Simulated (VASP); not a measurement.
# GaN with AM05: from relaxation to properties, part 5 of 9

What structure and properties does AM05 give GaN, and how near are they to the measured ones? The start is a cell from a database of measured crystal structures.

VASP 6.6.1, plane waves and PAW; the level of theory is named at each step.

So far, gap on the k-mesh (eV): 2.02 in steps 2, 3 and 6. The relaxed cell has a = 3.180, c = 5.177 Å (conventional setting).

The database entry behind the starting cell differs from later determinations by our own check (thin film, about 0.3 % long), so it need not match the best structure at ambient conditions.

## Step 7: Vibrations at Γ (AM05) (continued)

Level of this step: AM05; plane waves and PAW (Ga_d, N) (VASP).

Parts of OUTCAR (step 7):

```text
   k-points           NKPTS =    150   k-points in BZ     NKDIM =    150   number of bands    NBANDS=     24

   NELECT =      36.0000    total number of electrons

  Total       -0.0234381     -0.0234381      0.0292008     -0.0000000      0.0000000      0.0000000
  in kB       -0.8280014     -0.8280014      1.0315784     -0.0000000      0.0000000      0.0000000
  external PRESSURE =      -0.2081415 kB  Pullay stress =       0.0000000 kB

 POSITION                                       TOTAL-FORCE (eV/Angst)
 -----------------------------------------------------------------------------------
      1.59020      0.91810      3.06288        -0.000000      0.000000     -0.000660
     -0.00000      1.83621      0.47420         0.000000     -0.000000     -0.000660
      1.59020      0.91810      5.01380        -0.000000      0.000000      0.000660
     -0.00000      1.83621      2.42512         0.000000     -0.000000      0.000660
 -----------------------------------------------------------------------------------
    total drift:                               -0.000001     -0.000002      0.001315

 MACROSCOPIC STATIC DIELECTRIC TENSOR (including local field effects in DFT)
 ------------------------------------------------------
           5.656923     0.000000     0.000000
           0.000000     5.656923     0.000000
           0.000000     0.000000     5.835315
 ------------------------------------------------------

 PIEZOELECTRIC TENSOR (including local field effects)  for field in x, y, z        (C/m^2)
          XX          YY          ZZ          XY          YZ          ZX
  --------------------------------------------------------------------------------
  x     0.00000     0.00000     0.00000    -0.00000     0.00000     0.55258
  y    -0.00000     0.00000     0.00000     0.00000     0.55258     0.00000
  z     0.50504     0.50504    -1.02527     0.00000     0.00000     0.00000

 BORN EFFECTIVE CHARGES (including local field effects) (in |e|, cummulative output)
 ---------------------------------------------------------------------------------
 ion    1
    1     2.60474     0.00000     0.00000
    2     0.00000     2.60474     0.00000
    3     0.00000     0.00000     2.74383
 ion    2
    1     2.60474     0.00000     0.00000
    2     0.00000     2.60474     0.00000
    3    -0.00000     0.00000     2.74383
 ion    3
    1    -2.60474    -0.00000    -0.00000
    2    -0.00000    -2.60474     0.00000
    3    -0.00000     0.00000    -2.74383
 ion    4
    1    -2.60474    -0.00000    -0.00000
    2    -0.00000    -2.60474     0.00000
    3     0.00000    -0.00000    -2.74383

 Eigenvectors and eigenvalues of the dynamical matrix
 ----------------------------------------------------

   1 f  =   20.315095 THz   127.643506 2PiTHz  677.638625 cm-1    84.016444 meV
             X         Y         Z           dx          dy          dz
      1.590201  0.918103  3.062878     0.000000    0.000000    0.031509
     -0.000000  1.836206  0.474201     0.000000    0.000000   -0.031509
      1.590201  0.918103  5.013796     0.000000    0.000000   -0.706404
     -0.000000  1.836206  2.425118    -0.000000   -0.000000    0.706404

   2 f  =   16.397530 THz   103.028720 2PiTHz  546.962726 cm-1    67.814705 meV
             X         Y         Z           dx          dy          dz
      1.590201  0.918103  3.062878    -0.117836   -0.210102   -0.000000
     -0.000000  1.836206  0.474201     0.117836    0.210102    0.000000
      1.590201  0.918103  5.013796    -0.325204   -0.579840    0.000000
     -0.000000  1.836206  2.425118     0.325204    0.579840    0.000000

   3 f  =   16.397530 THz   103.028720 2PiTHz  546.962725 cm-1    67.814705 meV
             X         Y         Z           dx          dy          dz
      1.590201  0.918103  3.062878     0.210102   -0.117836   -0.000000
     -0.000000  1.836206  0.474201    -0.210102    0.117836    0.000000
      1.590201  0.918103  5.013796     0.579840   -0.325204   -0.000000
[...]
-0.000000  1.836206  0.474201    -0.251965    0.141317   -0.000000
      1.590201  0.918103  5.013796     0.562910   -0.315713    0.000000
     -0.000000  1.836206  2.425118     0.562910   -0.315713   -0.000000

   6 f  =   15.425463 THz    96.921043 2PiTHz  514.538061 cm-1    63.794560 meV
             X         Y         Z           dx          dy          dz
      1.590201  0.918103  3.062878    -0.000000   -0.000000    0.289276
     -0.000000  1.836206  0.474201    -0.000000   -0.000000    0.289276
      1.590201  0.918103  5.013796     0.000000    0.000000   -0.645228
     -0.000000  1.836206  2.425118     0.000000    0.000000   -0.645228

   7 f  =    9.811515 THz    61.647567 2PiTHz  327.276913 cm-1    40.577147 meV
             X         Y         Z           dx          dy          dz
      1.590201  0.918103  3.062878    -0.000000    0.000000   -0.706404
     -0.000000  1.836206  0.474201     0.000000    0.000000    0.706404
      1.590201  0.918103  5.013796    -0.000000   -0.000000   -0.031509
     -0.000000  1.836206  2.425118     0.000000   -0.000000    0.031509

   8 f  =    4.126041 THz    25.924679 2PiTHz  137.629907 cm-1    17.063926 meV
             X         Y         Z           dx          dy          dz
      1.590201  0.918103  3.062878     0.325226    0.579828    0.000000
     -0.000000  1.836206  0.474201    -0.325226   -0.579828    0.000000
      1.590201  0.918103  5.013796    -0.117844   -0.210097    0.000000
     -0.000000  1.836206  2.425118     0.117844    0.210097    0.000000

   9 f  =    4.126041 THz    25.924679 2PiTHz  137.629907 cm-1    17.063926 meV
             X         Y         Z           dx          dy          dz
      1.590201  0.918103  3.062878     0.579828   -0.325226   -0.000000
     -0.000000  1.836206  0.474201    -0.579828    0.325226    0.000000
      1.590201  0.918103  5.013796    -0.210097    0.117844    0.000000
     -0.000000  1.836206  2.425118     0.210097   -0.117844   -0.000000

  10 f/i=    0.002764 THz     0.017364 2PiTHz    0.092181 cm-1     0.011429 meV
             X         Y         Z           dx          dy          dz
      1.590201  0.918103  3.062878     0.000000   -0.000000   -0.645228
     -0.000000  1.836206  0.474201     0.000000   -0.000000   -0.645228
      1.590201  0.918103  5.013796     0.000000   -0.000000   -0.289276
     -0.000000  1.836206  2.425118     0.000000   -0.000000   -0.289276

  11 f/i=    0.006779 THz     0.042591 2PiTHz    0.226108 cm-1     0.028034 meV
             X         Y         Z           dx          dy          dz
      1.590201  0.918103  3.062878    -0.131580   -0.631846    0.000000
     -0.000000  1.836206  0.474201    -0.131580   -0.631846    0.000000
      1.590201  0.918103  5.013796    -0.058897   -0.282822    0.000000
     -0.000000  1.836206  2.425118    -0.058897   -0.282822    0.000000

  12 f/i=    0.006779 THz     0.042591 2PiTHz    0.226108 cm-1     0.028034 meV
             X         Y         Z           dx          dy          dz
      1.590201  0.918103  3.062878    -0.631846    0.131580   -0.000000
     -0.000000  1.836206  0.474201    -0.631846    0.131580   -0.000000
      1.590201  0.918103  5.013796    -0.282822    0.058897   -0.000000
     -0.000000  1.836206  2.425118    -0.282822    0.058897   -0.000000

 MACROSCOPIC STATIC DIELECTRIC TENSOR IONIC CONTRIBUTION
 ------------------------------------------------------
           4.374232     0.000000     0.000000
           0.000000     4.374232    -0.000000
           0.000000    -0.000000     5.290644
 ------------------------------------------------------

 ELASTIC MODULI CONTR FROM IONIC RELAXATION (kBar)
 Direction    XX          YY          ZZ          XY          YZ          ZX
 --------------------------------------------------------------------------------
 XX        -571.4304    265.0357    293.0718     -0.0000     -0.0000      0.0000
 YY         265.0357   -571.4304    293.0718     -0.0000      0.0000     -0.0000
 ZZ         293.0718    293.0718   -560.6565      0.0000     -0.0000      0.0000
 XY          -0.0000     -0.0000      0.0000   -418.2330     -0.0000     -0.0000
 YZ           0.0000     -0.0000     -0.0000     -0.0000   -133.8346     -0.0000
 ZX           0.0000     -0.0000      0.0000     -0.0000     -0.0000   -142.7775
 --------------------------------------------------------------------------------

 PIEZOELECTRIC TENSOR IONIC CONTR  for field in x, y, z        (C/m^2)
          XX          YY          ZZ          XY          YZ          ZX
  --------------------------------------------------------------------------------
  x     0.00000    -0.00000     0.00000     0.00000    -0.00000    -0.74362
  y     0.00000     0.00000    -0.00000    -0.00000    -0.71996    -0.00000
  z    -0.84713    -0.84713     1.62060    -0.00000     0.00000    -0.00000

[... 7 parts as in an earlier step ...]

[... 3 further parts left out ...]
```

Energies printed during the response cycles are not total energies of the cell.

Numbers from this step:

| Property | Result |
| --- | --- |
| bands | 24 |
| irreducible k-points | 150 |
| pressure of the cell | -0.02081 GPa |
| largest force of the cell | 6.60e-4 eV/Å |
| Fermi energy | 5.571 eV |

Electronic dielectric tensor with local fields:

```
5.66 0.00 0.00
0.00 5.66 0.00
0.00 0.00 5.84
```

Ionic part of the static dielectric tensor:

```
4.37 0.00 0.00
0.00 4.37 0.00
0.00 0.00 5.29
```

Born effective charge (e), principal values of the symmetric part by kind of site:

```tsv
atom	atoms with these values	low	middle	high	mean
Ga1	2	2.60	2.60	2.74	2.65
N3	2	-2.74	-2.60	-2.60	-2.65
```

In full for Ga1:

```
2.60 0.00 0.00
0.00 2.60 0.00
0.00 0.00 2.74
```

Lines of the infrared spectrum (strongest = 100):

```tsv
position (cm⁻¹)	lines merged	squared mode dipole, relative
138	2	0.0
327	1	0.0
515	1	55
537	2	100
547	2	0.0
678	1	0.0
```

Transverse limit, no LO-TO splitting. The modes at Γ (shares of kinetic energy by element, %):

```tsv
mode	frequency (cm⁻¹)	symmetry	IR	Ga %	N %
1	-0.2	acoustic	2.9e-7	83	17
2	-0.2	acoustic	2.9e-7	83	17
3	-0.1	acoustic	1.3e-8	83	17
4	137.6	E2	0	88	12
5	137.6	E2	0	88	12
6	327.3	B	0	100	0
7	514.5	A1	1.3	17	83
8	537.5	E1	1.2	17	83
9	537.5	E1	1.2	17	83
10	547.0	E2	0	12	88
11	547.0	E2	0	12	88
12	677.6	B	0	0	100
```

Displacements in mode 4 (137.6 cm⁻¹), the largest set to 1:
```
Ga1  1.00 -0.56  0.00
Ga2 -1.00  0.56  0.00
N3  -0.81  0.45  0.00
N4   0.81 -0.45  0.00
```

Displacements in mode 10 (547.0 cm⁻¹), the largest set to 1:
```
Ga1  0.16 -0.09  0.00
Ga2 -0.16  0.09  0.00
N3   1.00 -0.56  0.00
N4  -1.00  0.56  0.00
```

Piezoelectric tensor, ionic part (C/m²), by row:

```tsv
field	xx	yy	zz	xy	yz	zx
x	0	0	0	0	0	-0.7436
y	0	0	0	0	-0.72	0
z	-0.8471	-0.8471	1.621	0	0	0
```

Piezoelectric tensor with clamped ions (C/m²), by row:

```tsv
field	xx	yy	zz	xy	yz	zx
x	0	0	0	0	0	0.5526
y	0	0	0	0	0.5526	0
z	0.505	0.505	-1.025	0	0	0
```

The Born charges sum to zero; the printed set may have that rule imposed, so this is no test. Born charges and mode vectors give each infrared mode its dipole; summed over the modes, dipole squared over frequency squared adds 4.68 to the electronic 5.72, for a mean static constant of 10.4. By the characters of their eigenvectors the optical modes sort into (cm⁻¹) Raman active: E2 138, A1 515, E1 537, E2 547; infrared active: A1 515, E1 537; silent: B 327, B 678. B labels carry no number here, since it depends on the setting of the axes.

(Continued in part 6 of 9.)

[Lines on the potential files, build, host, timing and source positions are cut from VASP's logs without a mark.]

[Logs are printed without paths, hosts, clocks, repeated set-up lines and the standing remarks that a program may print on its own settings, such as how far it seeks lower states.]

[Hosts, paths, dates, database ids (printed as entryN), source tags and the programs' standing remarks are cut or masked in the printed files.]

[A measured line is paired with the nearest computed mode of its activity, which favours agreement.]
